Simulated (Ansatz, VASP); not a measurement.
# Cross-check of ZrB2 between VASP and Ansatz, part 2 of 2

Wanted: the spread between two codes on one cell, functional and k mesh. The cell is taken from a series of VASP runs on this material, whose earlier steps may have relaxed, scaled or displaced it; both programs get it as it stands.

VASP 6.6.1 and Ansatz 0.2.0.

So far: Set-up; Ansatz: zone-centre phonons, r2SCAN.

## (3) VASP: zone-centre phonons, r2SCAN

Level of this step: r2SCAN; plane waves and PAW (Zr_sv, B) (VASP).

The same cell, functional, mesh and smearing now go to VASP, with its own data sets and cutoff.

Lines of VASP's logs that name or quote its potential files are left out, and so is its time.

INCAR

```
SYSTEM = ZrB2
PREC = Accurate
ENCUT = 420
EDIFF = 1E-08
NELM = 100
ISMEAR = 1
SIGMA = 0.2
LREAL = .FALSE.
ALGO = Normal
METAGGA = R2SCAN
LASPH = .TRUE.
NBANDS = 15
LORBIT = 11
LWAVE = .FALSE.
LCHARG = .FALSE.
KPAR = 2
IBRION = 6
NFREE = 2
POTIM = 0.015
ISIF = 2
NSW = 1
```

POSCAR

```
ZrB2
1.0
    3.1690453248      0.0000000000      0.0000000000
   -1.5845226624      2.7444737571      0.0000000000
    0.0000000000      0.0000000000      3.5490419465
Zr B
1 2
Direct
    0.0000000000      0.0000000000      0.0000000000
    0.3333333333      0.6666666667      0.5000000000
    0.6666666667      0.3333333333      0.5000000000
```

KPOINTS

```
Automatic mesh
0
Gamma
14 14 11
0 0 0
```

The projector-augmented-wave data sets are Zr_sv and B (PBE family, release 64).

Run with:

```console
mpirun -np 2 vasp_std
```

Numbers of over 12 decimals in the logs are rounded to 6 here.

Output:

```text
[banner, memory and clock lines left out]
running    2 mpi-ranks, on    1 nodes
 distrk:  each k-point on    1 cores,    2 groups
 distr:  one band on    1 cores,    1 groups

 POSCAR found type information on POSCAR ZrB
 POSCAR found :  2 types and       3 ions
|                                                                             |
|               ----> ADVICE to this user running VASP <----                  |
|                                                                             |
|     You enforced a specific xc type in the INCAR file but a different       |
|     [... a line on the potential file left out ...]
|     I HOPE YOU KNOW WHAT YOU ARE DOING!                                     |
|                                                                             |

 LDA part: xc-table for (None), standard interpolation
 POSCAR, INCAR and KPOINTS ok, starting setup
 FFT: planning ... GRIDC
 FFT: planning ... GRID_SOFT
 FFT: planning ... GRID
 WAVECAR not read
 entering main loop
       N       E                     dE             d eps       ncg     rms          rms(c)
DAV:   1     0.686689119932E+02    0.68669E+02   -0.88915E+03  4336   0.105E+03
DAV:   2    -0.454346953403E+02   -0.11410E+03   -0.10986E+03  5461   0.285E+02
DAV:   3    -0.493977691861E+02   -0.39631E+01   -0.39390E+01  6976   0.449E+01
DAV:   4    -0.494571836708E+02   -0.59414E-01   -0.59403E-01  4920   0.545E+00
DAV:   5    -0.494582383175E+02   -0.10546E-02   -0.10546E-02  6759   0.546E-01    0.232E+01
DAV:   6    -0.406827966626E+02    0.87754E+01   -0.67338E+00  5949   0.210E+01    0.730E+00
DAV:   7    -0.406158853209E+02    0.66911E-01   -0.73237E-01  5464   0.658E+00    0.185E+00
DAV:   8    -0.406299636604E+02   -0.14078E-01   -0.47680E-02  5282   0.180E+00    0.108E+00
DAV:   9    -0.406356476206E+02   -0.56840E-02   -0.75837E-03  6121   0.865E-01    0.997E-02
DAV:  10    -0.406360047895E+02   -0.35717E-03   -0.45041E-04  5448   0.182E-01    0.522E-02
DAV:  11    -0.406360515916E+02   -0.46802E-04   -0.63375E-05  5440   0.776E-02    0.123E-02
DAV:  12    -0.406360516869E+02   -0.95331E-07   -0.15461E-06  5279   0.114E-02    0.242E-03
DAV:  13    -0.406360515225E+02    0.16438E-06   -0.52588E-07  5210   0.637E-03    0.722E-04
DAV:  14    -0.406360517012E+02   -0.17867E-06   -0.55225E-08  5392   0.180E-03    0.439E-04
DAV:  15    -0.406360517148E+02   -0.13550E-07   -0.32708E-09  2720   0.498E-04    0.149E-04
DAV:  16    -0.406360517337E+02   -0.18954E-07   -0.86704E-10  2356   0.253E-04    0.185E-05
DAV:  17    -0.406360517313E+02    0.23654E-08   -0.84190E-11  2272   0.775E-05
   1 F= -.40636052E+02 E0= -.40635867E+02  d E =-.553603E-03
[... from here on, the cycles between the ionic steps are left out ...]
   2 F= -.40634559E+02 E0= -.40634375E+02  d E =-.551938E-03
   3 F= -.40634559E+02 E0= -.40634375E+02  d E =-.551937E-03
   4 F= -.40634442E+02 E0= -.40634256E+02  d E =-.557426E-03
   5 F= -.40634442E+02 E0= -.40634256E+02  d E =-.557429E-03
   6 F= -.40634329E+02 E0= -.40634153E+02  d E =-.529848E-03
   7 F= -.40634329E+02 E0= -.40634153E+02  d E =-.529854E-03
   8 F= -.40634936E+02 E0= -.40634751E+02  d E =-.554700E-03
 Finite differences progress:
  Degree of freedom:   4/  4
  Displacement:        1/  2
  Total:               7/  8
 bond charge predicted
       N       E                     dE             d eps       ncg     rms          rms(c)
DAV:   1    -0.406358200906E+02   -0.88434E-03   -0.61758E-01  6727   0.446E+00    0.160E-01
DAV:   2    -0.406351465517E+02    0.67354E-03   -0.51989E-03  8863   0.536E-01    0.807E-02
DAV:   3    -0.406349212216E+02    0.22533E-03   -0.74575E-04  8533   0.184E-01    0.190E-02
DAV:   4    -0.406349324812E+02   -0.11260E-04   -0.78620E-05  8358   0.704E-02    0.825E-03
DAV:   5    -0.406349352173E+02   -0.27362E-05   -0.30083E-06  8841   0.156E-02    0.372E-03
DAV:   6    -0.406349357444E+02   -0.52708E-06   -0.74656E-07  8015   0.733E-03    0.531E-04
DAV:   7    -0.406349357559E+02   -0.11482E-07   -0.21309E-08  8560   0.130E-03    0.340E-04
DAV:   8    -0.406349357562E+02   -0.28786E-09   -0.47973E-09  4347   0.700E-04
   9 F= -.40634936E+02 E0= -.40634751E+02  d E =-.554700E-03
 Finite differences progress:
  Degree of freedom:   4/  4
  Displacement:        2/  2
  Total:               8/  8
```

From OUTCAR (step 3):

```text
ion  position               nearest neighbor table
   1  0.000  0.000  0.000-   2 2.55   3 2.55   2 2.55   3 2.55   3 2.55   3 2.55   2 2.55   2 2.55
                             3 2.55   3 2.55   2 2.55   2 2.55
   2  0.333  0.667  0.500-   3 1.83   3 1.83   3 1.83   1 2.55   1 2.55   1 2.55   1 2.55   1 2.55
                             1 2.55
   3  0.667  0.333  0.500-   2 1.83   2 1.83   2 1.83   1 2.55   1 2.55   1 2.55   1 2.55   1 2.55
                             1 2.55

  LATTYP: Found a hexagonal cell.
 ALAT       =     3.1690453248
 C/A-ratio  =     1.1199088630

 Subroutine GETGRP returns: Found 24 space group operations
 (whereof 24 operations were pure point group operations)

The static configuration has the point symmetry D_6h.

 Found    144 irreducible k-points:

   k-points           NKPTS =    144   k-points in BZ     NKDIM =    144   number of bands    NBANDS=     15

   dimension x,y,z NGX =    24 NGY =   24 NGZ =   24
   dimension x,y,z NGXF=    48 NGYF=   48 NGZF=   48

   ENCUT  =  420.0 eV  30.87 Ry    5.56 a.u.   5.30  5.30  5.93*2*pi/ulx,y,z

   NELECT =      18.0000    total number of electrons

 k-points in reciprocal lattice and weights: Automatic mesh
   0.00000000  0.00000000  0.00000000       0.000
   0.07142857  0.00000000  0.00000000       0.003
   0.14285714  0.00000000  0.00000000       0.003
   0.21428571 -0.00000000  0.00000000       0.003
   0.28571429  0.00000000  0.00000000       0.003
   0.35714286 -0.00000000  0.00000000       0.003
   0.42857143 -0.00000000  0.00000000       0.003
   0.50000000  0.00000000  0.00000000       0.001
   0.07142857  0.07142857  0.00000000       0.003
[...]
0.28571429  0.28571429  0.45454545       0.006
   0.35714286  0.28571429  0.45454545       0.006

 average (electrostatic) potential at core
       1 -78.0886       2 -23.1873       3 -23.1871

 E-fermi :  10.6220

 k-point     1 :       0.0000    0.0000    0.0000
  band No.  band energies     occupation
    ...
      5      -3.0249      2.00000
      6       7.8574      2.00000
      7       7.8574      2.00000
      8       7.8907      2.00000
      9       7.9821      2.00000
     10      14.1962     -0.00000
     11      14.1962     -0.00000
     12      14.9781      0.00000
     13      14.9781      0.00000
     14      15.5756      0.00000
    ...

 k-point     2 :       0.0714    0.0000    0.0000
  band No.  band energies     occupation
    ...
      5      -2.9164      2.00000
      6       7.5164      2.00000
      7       7.8322      2.00000
      8       7.8543      2.00000
      9       8.0357      2.00000
     10      14.1264     -0.00000
     11      14.2719     -0.00000
     12      14.3686     -0.00000
     13      14.5297     -0.00000
     14      16.0705      0.00000
    ...

 k-point     3 :       0.1429    0.0000    0.0000
  band No.  band energies     occupation
    ...
      5      -2.6004      2.00000
      6       6.6764      2.00000
      7       7.5614      2.00000
      8       7.8271      2.00000
      9       8.2900      2.00000
     10      13.3584     -0.00000
     11      13.9391     -0.00000
     12      14.1379     -0.00000
     13      14.6793      0.00000
     14      16.9088      0.00000
    ...

  Total       -0.0255796     -0.0255796      0.0353016      0.0000000      0.0000000      0.0000000
  in kB       -1.3277150     -1.3277150      1.8323399      0.0000000      0.0000000      0.0000000
  external PRESSURE =      -0.2743634 kB  Pullay stress =       0.0000000 kB

  energy-cutoff  :      420.00
  volume of cell :       30.87
      direct lattice vectors                 reciprocal lattice vectors
     3.169045325  0.000000000  0.000000000     0.315552445  0.182184289  0.000000000
    -1.584522662  2.744473757  0.000000000     0.000000000  0.364368578  0.000000000
     0.000000000  0.000000000  3.549041947     0.000000000  0.000000000  0.281766182

 POSITION                                       TOTAL-FORCE (eV/Angst)
 -----------------------------------------------------------------------------------
      0.00000      0.00000      0.00000         0.000000     -0.000000     -0.107326
     -0.00000      1.82965      1.75952        -0.000000      0.000000      0.148721
      1.58452      0.91482      1.77452        -0.000000     -0.000000     -0.041395
 -----------------------------------------------------------------------------------
    total drift:                                0.000000      0.000000      0.000144

  FREE ENERGIE OF THE ION-ELECTRON SYSTEM (eV)
  ---------------------------------------------------
  free  energy   TOTEN  =       -40.6349357562 eV

  energy  without entropy=      -40.6343810560  energy(sigma->0) =      -40.63475086

 Eigenvectors and eigenvalues of the dynamical matrix
 ----------------------------------------------------

   1 f  =   23.287068 THz   146.316962 2PiTHz  776.772967 cm-1    96.307530 meV
             X         Y         Z           dx          dy          dz
      0.000000  0.000000  0.000000    -0.000000    0.000000   -0.000000
     -0.000000  1.829649  1.774521    -0.000001   -0.707107   -0.000000
      1.584523  0.914825  1.774521     0.000001    0.707107   -0.000000

   2 f  =   23.287068 THz   146.316962 2PiTHz  776.772967 cm-1    96.307530 meV
             X         Y         Z           dx          dy          dz
      0.000000  0.000000  0.000000    -0.000000    0.000000    0.000000
     -0.000000  1.829649  1.774521     0.707107   -0.000001   -0.000000
      1.584523  0.914825  1.774521    -0.707107    0.000001    0.000000

   3 f  =   16.926419 THz   106.351830 2PiTHz  564.604578 cm-1    70.002014 meV
             X         Y         Z           dx          dy          dz
      0.000000  0.000000  0.000000     0.000000   -0.000000   -0.000000
     -0.000000  1.829649  1.774521    -0.000000    0.000000   -0.707107
      1.584523  0.914825  1.774521    -0.000000    0.000000    0.707107

   4 f  =   14.145541 THz    88.879056 2PiTHz  471.844461 cm-1    58.501231 meV
             X         Y         Z           dx          dy          dz
      0.000000  0.000000  0.000000     0.000000   -0.000000    0.437846
     -0.000000  1.829649  1.774521    -0.000000    0.000000   -0.635724
      1.584523  0.914825  1.774521    -0.000000    0.000000   -0.635724

   5 f  =   13.615817 THz    85.550699 2PiTHz  454.174758 cm-1    56.310468 meV
             X         Y         Z           dx          dy          dz
      0.000000  0.000000  0.000000    -0.000002   -0.437902   -0.000000
     -0.000000  1.829649  1.774521     0.000004    0.635705    0.000000
      1.584523  0.914825  1.774521     0.000004    0.635705    0.000000

   6 f  =   13.615817 THz    85.550699 2PiTHz  454.174758 cm-1    56.310468 meV
             X         Y         Z           dx          dy          dz
      0.000000  0.000000  0.000000    -0.437902    0.000002    0.000000
     -0.000000  1.829649  1.774521     0.635705   -0.000004   -0.000000
      1.584523  0.914825  1.774521     0.635705   -0.000004   -0.000000

   7 f/i=    0.001850 THz     0.011621 2PiTHz    0.061693 cm-1     0.007649 meV
             X         Y         Z           dx          dy          dz
      0.000000  0.000000  0.000000    -0.000000   -0.000000    0.899050
     -0.000000  1.829649  1.774521    -0.000000   -0.000000    0.309604
      1.584523  0.914825  1.774521    -0.000000   -0.000000    0.309604

   8 f/i=    0.002625 THz     0.016494 2PiTHz    0.087562 cm-1     0.010856 meV
             X         Y         Z           dx          dy          dz
      0.000000  0.000000  0.000000    -0.376962   -0.816175   -0.000000
     -0.000000  1.829649  1.774521    -0.129834   -0.281109   -0.000000
      1.584523  0.914825  1.774521    -0.129834   -0.281109   -0.000000

   9 f/i=    0.002625 THz     0.016494 2PiTHz    0.087562 cm-1     0.010856 meV
             X         Y         Z           dx          dy          dz
      0.000000  0.000000  0.000000    -0.816175    0.376962   -0.000000
     -0.000000  1.829649  1.774521    -0.281109    0.129834   -0.000000
      1.584523  0.914825  1.774521    -0.281109    0.129834   -0.000000

 ELASTIC MODULI CONTR FROM IONIC RELAXATION (kBar)
 Direction    XX          YY          ZZ          XY          YZ          ZX
 --------------------------------------------------------------------------------
 XX         -24.9047     24.9047      0.0000      0.0000      0.0000      0.0000
 YY          24.9047    -24.9047      0.0000     -0.0000     -0.0000      0.0000
 ZZ           0.0000      0.0000      0.0000      0.0000      0.0000      0.0000
 XY           0.0000     -0.0000      0.0000    -24.9047     -0.0000      0.0000
 YZ           0.0000     -0.0000      0.0000     -0.0000     -0.0000      0.0000
 ZX           0.0000      0.0000      0.0000      0.0000      0.0000      0.0000
 --------------------------------------------------------------------------------

 total charge
# of ion       s       p       d       tot
------------------------------------------
    1        2.163   6.034   1.727   9.924
    2        0.679   1.238   0.000   1.917
    3        0.679   1.238   0.000   1.917
--------------------------------------------------
tot          3.522   8.509   1.727  13.757

[... 3 further parts left out ...]
```

CONTCAR:

```
ZrB2
   1.00000000000000
     3.1690453247999999    0.0000000000000000    0.0000000000000000
    -1.5845226623999999    2.7444737571000002    0.0000000000000000
     0.0000000000000000    0.0000000000000000    3.5490419465000000
  Zr              B
     1     2
Direct
     0.0000000000000000    0.0000000000000000    0.0000000000000000
     0.3333333332999971    0.6666666667000031    0.4957735072658715
     0.6666666667000030    0.3333333332999970    0.5000000000000000
```

The last energy, forces, stress and levels in OUTCAR belong to the last displaced cell, not to the cell of POSCAR.

## (4) Side by side

Known differences besides the potentials themselves: VASP keeps PBE cores, Ansatz makes them for the functional; the cutoff is 500 eV in Ansatz and 420 eV in VASP; VASP uses finite displacements, Ansatz perturbation theory. Total energies have different zeros and are not compared.

The two programs side by side:

| quantity | Ansatz | VASP | difference |
| --- | --- | --- | --- |
| optical mode 1 to 2 (cm⁻¹) | 453.9 | 454.2 | -0.06 % |
| optical mode 3 (cm⁻¹) | 470.5 | 471.8 | -0.28 % |
| optical mode 4 (cm⁻¹) | 564.5 | 564.6 | -0.02 % |
| optical mode 5 to 6 (cm⁻¹) | 772.8 | 776.8 | -0.51 % |

Modes are paired by rising frequency and degeneracy, not by their patterns, so a pair may still set unlike modes beside each other.

## (5) What came out

```
r.m.s. difference of the optical zone-centre modes, each program's sorted by frequency (zone-centre phonons, r2SCAN) : 2.3 cm⁻¹
difference in optical mode 5 to 6 (zone-centre phonons, r2SCAN)                                                      : -0.5 %
```

What this shows: The r.m.s. difference of the optical zone-centre modes, each program's sorted by frequency is 2.3 cm⁻¹ (zone-centre phonons, r2SCAN). Among the rows given in per cent, the largest difference of the zone-centre phonons, r2SCAN pair is in optical mode 5 to 6, -0.5 %. How closely two codes agree says nothing of how well the functional describes the real material.

[Lines on the potential files, build, host, timing and source positions are cut from VASP's logs without a mark.]

[Logs are printed without paths, hosts, clocks, repeated set-up lines and the standing remarks that a program may print on its own settings, such as how far it seeks lower states.]

[Hosts, paths, dates, database ids (printed as entryN), source tags and the programs' standing remarks are cut or masked in the printed files.]
